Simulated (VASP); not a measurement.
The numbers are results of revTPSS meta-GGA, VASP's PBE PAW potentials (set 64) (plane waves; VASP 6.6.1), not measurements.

A VASP calculation is set up with these files.

**INCAR**
```
# general
SYSTEM   =  MoSi2
PREC     =  Accurate
ENCUT    =  520
LREAL    =  .False.
LASPH    =  .True.

# electronic loop
EDIFF    =  1E-7
NELM     =  100
ALGO     =  Normal
LMAXMIX  =  4
LMIXTAU  =  .True.

# smearing
ISMEAR   =  -5

# functional
METAGGA  =  RTPSS

# ions
ISIF     =  2

# output
LWAVE    =  .False.
LCHARG   =  .False.
LORBIT   =  11
NEDOS    =  601

# other
LEFG     =  .True.
```

### KPOINTS_OPT
```
k-points along high-symmetry lines
6
Line-mode
Reciprocal
  0.000000   0.000000   0.000000 ! GAMMA
  0.000000   0.000000   0.500000 ! X

  0.000000   0.000000   0.500000 ! X
  0.250000   0.250000   0.250000 ! P

  0.250000   0.250000   0.250000 ! P
  0.000000   0.500000  -0.000000 ! N

  0.000000   0.500000  -0.000000 ! N
  0.000000   0.000000   0.000000 ! GAMMA

  0.000000   0.000000   0.000000 ! GAMMA
  0.500000   0.500000  -0.500000 ! M

  0.500000   0.500000  -0.500000 ! M
  0.291803   0.708197  -0.291803 ! S

 -0.291803   0.291803   0.291803 ! S_0
  0.000000   0.000000   0.000000 ! GAMMA

  0.000000   0.000000   0.500000 ! X
 -0.083607   0.083607   0.500000 ! R

  0.500000   0.500000  -0.083607 ! G
  0.500000   0.500000  -0.500000 ! M
```

**KPOINTS**
```
kpoints
0
G
15 15 15
0 0 0
```

File POSCAR:
```
MoSi2
1
   -1.5947285897     1.5947285897     3.9170467367
    1.5947285897    -1.5947285897     3.9170467367
    1.5947285897     1.5947285897    -3.9170467367
Si Mo
2 1
Direct
  0.6654430899   0.6654430899   0.0000000000
  0.3345569101   0.3345569101   0.0000000000
  0.0000000000   0.0000000000   0.0000000000
```

POTCAR, in this order: Si Mo_sv (PBE.64 set). Program: vasp_std.

Output

### OUTCAR
```
 ion  position               nearest neighbor table
   1  0.665  0.665  0.000-   2 2.59   3 2.60   3 2.60   3 2.60   3 2.60   2 2.62   2 2.62   2 2.62
                             2 2.62   3 2.62
   2  0.335  0.335  0.000-   1 2.59   3 2.60   3 2.60   3 2.60   3 2.60   1 2.62   1 2.62   1 2.62
                             1 2.62   3 2.62
   3  0.000  0.000  0.000-   1 2.60   1 2.60   2 2.60   1 2.60   2 2.60   2 2.60   1 2.60   2 2.60
                             1 2.62   2 2.62
  LATTYP: Found a body centered tetragonal cell.
 ALAT       =     3.1894571794
 C/A-ratio  =     2.4562466378
 Subroutine PRICEL returns:
 Original cell was already a primitive cell.
 Subroutine GETGRP returns: Found 16 space group operations
The static configuration has the point symmetry D_4h.
The dynamic configuration has the point symmetry D_4h.
 Subroutine INISYM returns: Found 16 space group operations
 Subroutine IBZKPT returns following result:
 Found    288 irreducible k-points:

 Following reciprocal coordinates:
            Coordinates               Weight
  0.000000  0.000000  0.000000      1.000000
  0.066667  0.000000  0.000000      8.000000
  0.133333  0.000000  0.000000      8.000000
  0.200000  0.000000 -0.000000      8.000000
  0.266667  0.000000  0.000000      8.000000
  0.333333  0.000000  0.000000      8.000000
  0.400000  0.000000  0.000000      8.000000
  0.466667  0.000000 -0.000000      8.000000
  0.066667  0.066667  0.000000      8.000000
  0.133333  0.066667  0.000000     16.000000
  0.200000  0.066667  0.000000     16.000000
  0.266667  0.066667  0.000000     16.000000
  0.333333  0.066667  0.000000     16.000000
  0.400000  0.066667  0.000000     16.000000
  0.466667  0.066667  0.000000     16.000000
 -0.466667  0.066667  0.000000     16.000000
 -0.400000  0.066667  0.000000     16.000000
 -0.333333  0.066667  0.000000     16.000000
 -0.266667  0.066667  0.000000     16.000000
...
```

### OSZICAR
```
       N       E                     dE             d eps       ncg     rms          rms(c)
DAV:   1     0.363841526476E+03    0.36384E+03   -0.20842E+04 16272   0.493E+03
DAV:   2     0.125318502034E+03   -0.23852E+03   -0.23196E+03 15091   0.744E+02
DAV:   3     0.889878850106E+02   -0.36331E+02   -0.35814E+02 16744   0.343E+02
DAV:   4     0.846705076303E+02   -0.43174E+01   -0.42775E+01 15207   0.113E+02
DAV:   5     0.838777307844E+02   -0.79278E+00   -0.79025E+00 17000   0.467E+01    0.321E+01
DAV:   6    -0.122773829061E+02   -0.96155E+02   -0.60394E+02  8689   0.360E+02    0.121E+01
DAV:   7    -0.144163371151E+02   -0.21390E+01   -0.94460E+00 12322   0.343E+01    0.596E+00
DAV:   8    -0.118194859194E+02    0.25969E+01   -0.24755E+00  8745   0.232E+01    0.349E+00
DAV:   9    -0.121129515182E+02   -0.29347E+00   -0.27032E+00  8647   0.246E+01    0.120E+00
DAV:  10    -0.139092607459E+02   -0.17963E+01   -0.15601E+00  8668   0.171E+01    0.104E+00
DAV:  11    -0.142449011761E+02   -0.33564E+00   -0.74898E-02 10348   0.379E+00    0.366E-01
DAV:  12    -0.143164741799E+02   -0.71573E-01   -0.15870E-02 10236   0.131E+00    0.211E-01
DAV:  13    -0.143283656017E+02   -0.11891E-01   -0.14922E-02  9886   0.133E+00    0.200E-01
DAV:  14    -0.143282642008E+02    0.10140E-03   -0.26516E-03  9893   0.490E-01    0.640E-02
DAV:  15    -0.143321857819E+02   -0.39216E-02   -0.97364E-04  8913   0.380E-01    0.109E-01
DAV:  16    -0.143321930623E+02   -0.72804E-05   -0.55681E-05 11069   0.840E-02    0.342E-02
DAV:  17    -0.143321251849E+02    0.67877E-04   -0.18754E-04 10320   0.117E-01    0.920E-02
DAV:  18    -0.143321881510E+02   -0.62966E-04   -0.52698E-05  9676   0.663E-02    0.181E-02
DAV:  19    -0.143322146785E+02   -0.26528E-04   -0.45591E-06  9396   0.244E-02    0.648E-03
DAV:  20    -0.143322114623E+02    0.32163E-05   -0.33307E-07 10775   0.619E-03    0.288E-03
DAV:  21    -0.143322125334E+02   -0.10712E-05   -0.26648E-08  4649   0.207E-03    0.259E-03
DAV:  22    -0.143322107911E+02    0.17424E-05   -0.30733E-08  4663   0.207E-03    0.153E-04
DAV:  23    -0.143322111134E+02   -0.32228E-06   -0.43853E-09  4544   0.605E-04    0.863E-05
DAV:  24    -0.143322107908E+02    0.32255E-06   -0.99568E-10  4523   0.444E-04    0.977E-05
DAV:  25    -0.143322108374E+02   -0.46649E-07   -0.20648E-10  4551   0.166E-04
   1 F= -.14332211E+02 E0= -.14332211E+02  d E =0.000000E+00
       N       E                     dE             ncg
```

File OUTCAR:
```
------------------------ aborting loop because EDIFF is reached ----------------------------------------
  FORCE on cell =-STRESS in cart. coord.  units (eV):
  Direction    XX          YY          ZZ          XY          YZ          ZX
  --------------------------------------------------------------------------------------
  Total       -0.0114765     -0.0114765     -0.0348787      0.0000000      0.0000000     -0.0000000
  in kB       -0.4614521     -0.4614521     -1.4024227      0.0000000      0.0000000     -0.0000000
  external PRESSURE =      -0.7751090 kB  Pullay stress =       0.0000000 kB
  volume of cell :       39.85
      direct lattice vectors                 reciprocal lattice vectors
    -1.594728590  1.594728590  3.917046737     0.000000000  0.313532976  0.127647188
     1.594728590 -1.594728590  3.917046737     0.313532976  0.000000000  0.127647188
     1.594728590  1.594728590 -3.917046737     0.313532976  0.313532976  0.000000000
 POSITION                                       TOTAL-FORCE (eV/Angst)
 -----------------------------------------------------------------------------------
      0.00000      0.00000      5.21314        -0.000000     -0.000000     -0.026498
      0.00000      0.00000      2.62095         0.000000      0.000000      0.026498
      0.00000      0.00000      0.00000         0.000000      0.000000      0.000000
 -----------------------------------------------------------------------------------
    total drift:                                0.000000      0.000000     -0.000000
  FREE ENERGIE OF THE ION-ELECTRON SYSTEM (eV)
  ---------------------------------------------------
  free  energy   TOTEN  =       -14.3322108374 eV

  energy  without entropy=      -14.3322108374  energy(sigma->0) =      -14.33221084

 total charge

# of ion       s       p       d       tot
------------------------------------------
    1        0.754   0.890   0.000   1.644
    2        0.754   0.890   0.000   1.644
    3        2.280   6.199   4.151  12.630
--------------------------------------------------
tot          3.788   7.980   4.151  15.919

 Electric field gradients after diagonalization (V/A^2)
 (convention: |V_zz| > |V_xx| > |V_yy|)
----------------------------------------------------------------------
 ion       V_xx      V_yy      V_zz     asymmetry (V_yy - V_xx)/ V_zz
----------------------------------------------------------------------
   1       6.004     6.004   -12.007       0.000
   2       6.004     6.004   -12.007       0.000
   3      28.345    28.343   -56.688       0.000
```
(Selected blocks of OUTCAR.)

For a metal the tetrahedron method with Blöchl corrections gives inexact stress and forces.

The compound is MoSi2 in the MoSi2 type structure. It was relaxed first.
